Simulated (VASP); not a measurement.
Given:

```xyz
3
Lattice="3.8455 0.0000 0.0000 -1.9228 3.3303 0.0000 0.0000 0.0000 6.4227" Properties=species:S:1:pos:R:3 pbc="T T T"
Mg    -1.9228     3.3303     6.4227
Br     0.0000     2.2202     1.4933
Br     1.9228     1.1101     4.9294
```

Method: r2SCAN meta-GGA, VASP's PBE PAW potentials (set 64) (plane waves; VASP). Run with 400 eV cut-off, 8×8×4 Γ-centred mesh, tetrahedra with Blöchl corrections, potentials Mg Br.

Question: Give the energies of bands 3 to 11 at the high-symmetry points, in eV from the valence-band maximum.

Answer: 
| band | Γ | M | K | A | L | H |
|---|---|---|---|---|---|---|
| 3 | -3.26 | -3.42 | -3.07 | -2.59 | -3.49 | -2.92 |
| 4 | -0.53 | -2.75 | -2.35 | -1.11 | -3.04 | -2.64 |
| 5 | -0.53 | -1.57 | -2.35 | -0.47 | -1.21 | -2.64 |
| 6 | -0.12 | -1.33 | -1.73 | -0.47 | -1.03 | -1.97 |
| 7 | -0.12 | -0.73 | -0.98 | -0.18 | -0.68 | -0.52 |
| 8 | 0.00 | -0.49 | -0.98 | -0.18 | -0.64 | -0.52 |
| 9 | 5.22 | 6.14 | 6.68 | 6.34 | 6.05 | 7.44 |
| 10 | 6.72 | 7.49 | 9.59 | 6.72 | 7.24 | 8.31 |
| 11 | 9.61 | 7.84 | 9.59 | 9.46 | 8.10 | 8.31 |

The gap is direct, 5.22 eV, from the valence maximum at Γ to the conduction minimum at Γ.

The structure comes from a computed database's MgBr2 entry (P-3m1); how it stands against other phases isn't given here. It was relaxed first.
